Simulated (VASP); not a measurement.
**GaSn: relaxation of cell and atoms with vdW-DF-cx**

The system is GaSn.

```xyz
2
Lattice="0.0000 2.9029 3.0982 2.7293 0.0000 3.0982 2.7293 2.9029 0.0000" Properties=species:S:1:pos:R:3 pbc="T T T"
Ga    2.7293    2.9029    3.0982
Sn    0.0000    0.0000    0.0000
```

The cell was built by a generator and needn't be a form met in nature.

| Item | Value |
| --- | --- |
| Program | VASP 6.6.1 |
| Task | relaxation of cell and atoms |
| Functional | vdW-DF-cx |
| Potentials or basis | VASP PAW PBE potentials, release 64 (Ga_d, Sn_d) |
| Cutoff | 600 eV |
| k mesh | 8 × 8 × 8 |
| Occupations | fermi-dirac, width 0.05 eV |
| Spin | no spin polarisation |
| Further INCAR settings | ALGO = Normal; EDIFF = 1e-06; IBRION = 2; EDIFFG = -0.02; NSW = 40; ISIF = 3 |

| Quantity | Value |
| --- | --- |
| Relaxed volume | 23.32 Å³/atom |
| Relaxed cell | a = 4.042 Å, b = 4.040 Å, c = 4.040 Å, α = 60.03°, β = 59.98°, γ = 59.99° |
| Space group after relaxing (to 0.05 Å) | Fm-3m (No. 225) |
| Energy gained by relaxing | 67.3 meV/atom |
| Ionic steps | 8 |
| Pressure after relaxing | 0.0 GPa |
| Band gap on the k mesh | none (metal or under the smearing width) |

Stress tensor (GPa, compression positive):
```
 0.03  0.00  0.00
 0.00 -0.07  0.00
 0.00  0.00 -0.04
```

Step by step:
| step | energy change (eV) | largest force (eV/Å) | pressure (GPa) | volume (Å³) |
| --- | --- | --- | --- | --- |
| 1 | 0.0000 | 0.0000 | -1.30 | 49.09 |
| 2 | -0.1110 | 0.0000 | -0.94 | 47.62 |
| 3 | -0.1336 | 0.0000 | 0.20 | 46.45 |
| 4 | -0.1345 | 0.0000 | -0.11 | 46.63 |
| 5 | -0.1344 | 0.0000 | -0.05 | 46.58 |
| 6 | -0.1346 | 0.0000 | 0.11 | 46.52 |
| 7 | -0.1346 | 0.0000 | 0.13 | 46.52 |
| 8 | -0.1346 | 0.0000 | -0.03 | 46.64 |

Final structure:
```
Ga Sn
1.0
     0.00000    2.85844    2.85769
     2.85512    0.00000    2.85769
     2.85512    2.85844    0.00000
Ga Sn
1 1
Cartesian
  2.8551 2.8584 2.8577
  0.0000 0.0000 0.0000
```

Levels at points of the mesh, in eV from the Fermi level:
```csv
k point,band 11,band 12,band 13,band 14,band 15,band 16,band 17
"(0.00, 0.00, 0.00)",-11.00,1.26,1.27,1.27,1.65,7.00,7.08
"(0.50, 0.00, 0.00)",-7.85,-7.18,1.96,1.97,2.52,2.53,3.55
"(0.50, 0.50, 0.00)",-7.23,-4.60,-3.05,-1.62,-1.61,3.45,10.18
"(0.50, 0.00, 0.50)",-7.24,-4.61,-3.05,-1.62,-1.61,3.45,10.18
"(0.00, 0.50, 0.50)",-7.22,-4.60,-3.06,-1.62,-1.62,3.44,10.20
```

It took 6.1 min on 1 thread of Intel(R) Xeon(R) 6975P-C (Granite Rapids), on a shared host, peak memory 0.52 GiB.

Caveat: the PAW data sets were made with another functional, which shifts forces and pressure a little.
